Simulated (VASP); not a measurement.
NaI (rock salt), at 1.04 of the tabulated volume:

```xyz
2
Lattice="0.0000 3.2776 3.2776 3.2776 0.0000 3.2776 3.2776 3.2776 0.0000" Properties=species:S:1:pos:R:3 pbc="T T T"
Na     0.0000     0.0000     0.0000
I      3.2776     3.2776     3.2776
```

The lowest empty band near Γ, direction [100], from mBJ (TB09) with spin-orbit coupling in VASP (PAW); its two spin partners are averaged. The gap over the points computed is 5.11 eV, and the next band on that side lies 3.28 eV away at the edge.

Settings: 400 eV cut-off, 8×8×8 Γ-centred mesh, Gaussian smearing of 0.050 eV, potentials Na_pv I.

| distance from the edge in k (1/Å) | distance in energy (meV) |
|---|---|
| 0.018 | 3.4 |
| 0.025 | 6.7 |
| 0.035 | 13.0 |
| 0.050 | 26.5 |
| 0.070 | 51.8 |

Q: Fit E(1 + αE) = ħ²k²/2m* (ħ²/2m0 = 3.810 eV Å²) and predict the row at 0.095 1/Å.

A: The rows don't resolve α, so a parabola serves: the electron mass is m* = 0.360 m0, and so 95.5 meV. The run gave 94.6 meV, -0.9 meV from the fit.

Left out are points under 3 meV from the edge, since the levels carry 0.1 meV, and points farther than half the way to the next band.

The compound is NaI in the rock salt structure. The cell was not relaxed at this level.
